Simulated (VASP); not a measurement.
```
CELL_PARAMETERS angstrom
      1.90113    -3.29285     0.00000
      1.90113     3.29285     0.00000
      0.00000     0.00000     6.81330
ATOMIC_POSITIONS crystal
  Zr 0.00000 0.00000 0.00000
  Se 0.33333 0.66667 0.23221
  Se 0.66667 0.33333 0.76779
```

Level of theory: PBE GGA, VASP's PBE PAW potentials (set 64) (plane waves; VASP 6.6.1). Settings: 520 eV cut-off, 7×7×4 Γ-centred mesh, Gaussian smearing of 0.050 eV, potentials Zr_sv Se.

Without a dispersion term in the relaxation, distances and binding between the weakly bound layers, chains or molecules are unreliable, and so is what depends on them.

Question: What does the run give for the energy per atom (σ→0)?

Answer: 
* **energy per atom (σ→0)**: -6.532 eV/atom

Total energies compare only between runs with the same potentials, cut-off and functional.

The compound is ZrSe2 in the 1T layered structure. It was relaxed first, which changed the volume by +13 %. The start is the result of an earlier pass.
